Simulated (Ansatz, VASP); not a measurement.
One calculation of B7C, two programs

```
B C
1.0
    -2.57691    2.57691    2.57691
     2.57691   -2.57691    2.57691
     2.57691    2.57691   -2.57691
B C
7 1
Cartesian
  2.5769 0.0000 0.0000
  0.0000 0.0000 2.5769
  0.0000 2.5769 0.0000
  1.2885 1.2885 -1.2885
  1.2885 -1.2885 1.2885
  -1.2885 1.2885 1.2885
  1.2885 1.2885 1.2885
  0.0000 0.0000 0.0000
```

Change from the starting cell: species swapped into the Fe7Co type (Im-3m, No. 229).

Alike in both runs: task single point; functional PBE; k mesh 6 × 6 × 6; occupations gaussian, width 0.1 eV; collinear spin.

```csv
,VASP,Ansatz
version,VASP 6.6.1,Ansatz 0.2.0
potentials or method,"VASP PAW PBE potentials, release 64 (B, C)","scalar-relativistic, plane waves, PAW"
plane-wave cutoff (eV),520,420
valence electrons in the cell,25,25
```

|  | VASP | Ansatz | Ansatz less VASP |
| --- | --- | --- | --- |
| gap on the k mesh at the Fermi level (eV) | none | none | - |
| net moment per atom (μB) | 0.00 | 0.00 | 0.000 |

A gap of «none» marks a metal or a gap that the smearing closes. With one functional, cell and mesh, what is left measures potentials, basis and numerics. Ansatz warned: «seeded_moment_not_kept».
